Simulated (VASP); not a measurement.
Given:

```
SnC63
1.0
    7.14656     0.00000     0.00000
    0.00000     7.14656     0.00000
    0.00000     0.00000     7.14656
C Sn
63 1
Direct
  0.50000   0.00000   0.00000
  0.62500   0.12500   0.12500
  0.75000   0.25000   0.00000
  0.87500   0.37500   0.12500
  0.75000   0.00000   0.25000
  0.87500   0.12500   0.37500
  0.00000   0.00000   0.00000
  0.12500   0.12500   0.12500
  0.25000   0.25000   0.00000
  0.37883   0.37568   0.12021
  0.50000   0.50000   0.00000
  0.62804   0.61821   0.12518
  0.75000   0.75000   0.00000
  0.87500   0.87500   0.12500
  0.25000   0.00000   0.25000
  0.37977   0.12648   0.37437
  0.50284   0.25689   0.25192
  0.61825   0.36995   0.37704
  0.74306   0.49400   0.25096
  0.87737   0.62987   0.37156
  0.50000   0.00000   0.50000
  0.63193   0.11939   0.62916
  0.74404   0.24695   0.49419
  0.88074   0.37812   0.62899
  0.75000   0.00000   0.75000
  0.87500   0.12500   0.87500
  0.00000   0.50000   0.00000
  0.12500   0.62500   0.12500
  0.25000   0.75000   0.00000
  0.37500   0.87500   0.12500
  0.00000   0.25000   0.25000
  0.12594   0.37515   0.37509
  0.24943   0.50061   0.25107
  0.36849   0.62077   0.37168
  0.50209   0.75670   0.25303
  0.62767   0.87469   0.37694
  0.00000   0.00000   0.50000
  0.12500   0.12500   0.62500
  0.24331   0.24455   0.49643
  0.37997   0.36814   0.61974
  0.62900   0.62082   0.62419
  0.75455   0.74935   0.50148
  0.87500   0.87500   0.62500
  0.25000   0.00000   0.75000
  0.37500   0.12500   0.87500
  0.50564   0.25027   0.75613
  0.62480   0.37055   0.87043
  0.74728   0.49633   0.74862
  0.87500   0.62500   0.87500
  0.00000   0.75000   0.25000
  0.12500   0.87500   0.37500
  0.00000   0.50000   0.50000
  0.11823   0.63087   0.62143
  0.24605   0.74825   0.49908
  0.37062   0.87265   0.62868
  0.00000   0.25000   0.75000
  0.12500   0.37500   0.87500
  0.24367   0.49710   0.74365
  0.38080   0.62549   0.87530
  0.50527   0.75571   0.74933
  0.62500   0.87500   0.87500
  0.00000   0.75000   0.75000
  0.12500   0.87500   0.87500
  0.49707   0.50056   0.49459
```

Level of theory: PBE GGA, VASP's PBE PAW potentials (set 64) (plane waves; VASP 6.6.1). Numerical set-up: PREC = Normal, LREAL = Auto, ISYM = 0, EDIFF = 1E-5, 400 eV cut-off, 1×1×1 Γ-centred mesh, Gaussian smearing of 0.050 eV, potentials C Sn.

The supercell is sampled at Γ alone, which is coarse: total energies, pressure and levels can be off, energies of defects by several tenths of an eV.

Problem. The ions are relaxed. Predict the relaxed structure.

Solution. 
```
SnC63
1.0
    7.14656     0.00000     0.00000
    0.00000     7.14656     0.00000
    0.00000     0.00000     7.14656
C Sn
63 1
Cartesian
  3.57396   7.14374   7.14428
  4.46220   0.85881   0.85961
  5.36413   1.77996   7.13548
  6.28538   2.68201   0.85954
  5.36394   7.13468   1.78094
  6.28525   0.85898   2.68287
  0.00052   7.14329   7.14426
  0.89633   0.89297   0.89388
  1.78360   1.77982   0.00708
  2.68221   2.67881   0.88458
  3.57390   3.57011   7.14456
  4.46525   4.46184   0.88422
  5.36424   5.36058   0.00684
  6.25103   6.24762   0.89387
  1.78347   0.00634   1.78078
  2.68236   0.88378   2.67975
  3.60271   1.73217   1.73297
  4.66495   2.47965   2.48013
  5.41226   3.54170   1.73272
  6.26053   4.46182   2.67993
  3.57387   7.14357   3.57101
  4.46524   0.88374   4.46249
  5.41206   1.73232   3.54244
  6.26053   2.67896   4.46283
  5.36414   0.00616   5.36120
  6.25115   0.89289   6.24841
  0.00044   3.57010   7.14426
  0.86192   4.45867   0.85923
  1.78349   5.36053   7.13518
  2.68534   6.28224   0.85914
  0.00952   1.78024   1.78101
  0.88708   2.67896   2.67976
  1.73514   3.59939   1.73254
  2.48209   4.66215   2.47911
  3.54469   5.40904   1.73220
  4.46518   6.25705   2.67956
  0.00048   7.14376   3.57090
  0.86238   0.85878   4.45937
  1.73567   1.73217   3.60015
  2.48286   2.47931   4.66257
  4.66506   4.66164   4.66274
  5.41207   5.40871   3.60013
  6.28547   6.28200   4.45930
  1.78375   7.13456   5.36108
  2.68559   0.85875   6.28257
  3.54504   1.73210   5.40943
  4.46545   2.67879   6.25808
  5.41220   3.59928   5.40966
  6.28563   4.45864   6.28259
  7.13788   5.36063   1.78087
  0.86204   6.28210   2.68258
  0.00062   3.57030   3.57128
  0.88732   4.46163   4.46261
  1.73531   5.40889   3.54193
  2.68250   6.25708   4.46249
  7.13810   1.77995   5.36143
  0.86231   2.68162   6.28283
  1.73557   3.54124   5.40979
  2.68239   4.46165   6.25815
  3.60270   5.40871   5.40986
  4.46229   6.28202   6.28269
  0.00973   5.36053   5.36105
  0.89664   6.24752   6.24805
  3.57336   3.57090   3.57049
```

Problem. How much energy does the relaxation gain?

Solution. The energy (σ→0) changes by -329.5 meV/atom, in 24 ionic steps.

The cell is a supercell with a defect, built from C (diamond): Sn_C. The run is not spin-polarised, so no state with unpaired spins was tried.
